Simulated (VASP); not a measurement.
ZrPb, 2 atoms in the cell. It takes space group Fm-3m (No. 225, cubic). The conventional cell has a = 5.685 Å, b = 5.685 Å, c = 5.685 Å, α = 90.00°, β = 90.00°, γ = 90.00°. Zr (site symmetry m-3m) is surrounded by 6 Pb at 2.84 Å. Around Pb (site symmetry m-3m) lie 6 Zr at 2.84 Å.  The cell isn't the ideal one: C replaced by Pb, lengths x 1.167, strained and moved within the space group.

```yaml
Program: VASP 6.6.1
Task: single point
Functional: PBEsol
Potentials_or_basis: VASP PAW PBE potentials, release 64 (Zr_sv, Pb_d)
Cutoff: 520 eV
k_mesh: 6 × 6 × 6
Occupations: gaussian, width 0.1 eV
Spin: no spin polarisation
Dipole_correction: no
Further_INCAR_settings: ALGO = Normal; EDIFF = 1e-06; NBANDS = 20
```

Potentials or basis: VASP PAW PBE potentials, release 64 (Zr_sv, Pb_d).

The run is started by

```console
$ cat potpaw_PBE.64/Zr_sv/POTCAR potpaw_PBE.64/Pb_d/POTCAR > POTCAR
$ mpirun -np 1 vasp_std > vasp.out
```

Hardware: 1 thread of Intel(R) Xeon(R) 6975P-C (Granite Rapids), on a shared host.

Problem. How long does it take, and how much memory?

Solution. Wall time 7.8 s on 1 thread of Intel(R) Xeon(R) 6975P-C (Granite Rapids) (shared host), peak memory 0.17 GiB. Counts: scf iterations 13, k points 16.
